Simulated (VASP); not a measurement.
```
CELL_PARAMETERS angstrom
      2.87691     0.00000     0.00000
      0.00000     2.87691     0.00000
      0.00000     0.00000     2.87691
ATOMIC_POSITIONS crystal
  Mn 0.00000 0.00000 0.00000
  Ge 0.50000 0.50000 0.50000
```

The numbers are results of PBEsol GGA, VASP's PBE PAW potentials (set 64) (plane waves; VASP 6.6.1), not measurements. Numerical set-up: 400 eV cut-off, Gaussian smearing of 0.050 eV, potentials Mn_pv Ge_d.

### Question
Give the energies of bands 9 to 16 at the high-symmetry points, in eV from the Fermi level.

### Answer

```json
[
 {"band": "9", "Γ": "-13.68", "X": "-10.19", "M": "-8.41", "R": "-5.01"},
 {"band": "10", "Γ": "-2.37", "X": "-7.65", "M": "-4.30", "R": "-5.01"},
 {"band": "11", "Γ": "-2.37", "X": "-1.81", "M": "-4.30", "R": "-5.01"},
 {"band": "12", "Γ": "0.35", "X": "-1.39", "M": "-2.31", "R": "-3.37"},
 {"band": "13", "Γ": "0.35", "X": "-1.39", "M": "-0.47", "R": "1.17"},
 {"band": "14", "Γ": "0.35", "X": "0.42", "M": "-0.47", "R": "1.17"},
 {"band": "15", "Γ": "3.45", "X": "1.38", "M": "1.12", "R": "3.48"},
 {"band": "16", "Γ": "3.45", "X": "8.84", "M": "2.53", "R": "3.48"}
]
```

It has no gap at this level: it comes out as a metal or semimetal.

The structure was generated: MnGe was put into the CsCl type (Pm-3m), which need not be its known phase. It was relaxed first, which changed the volume by -12 %. The run is not spin-polarised, so no magnetic state was tried. The electron count is odd and the run is not spin-polarised, which forces a metal.
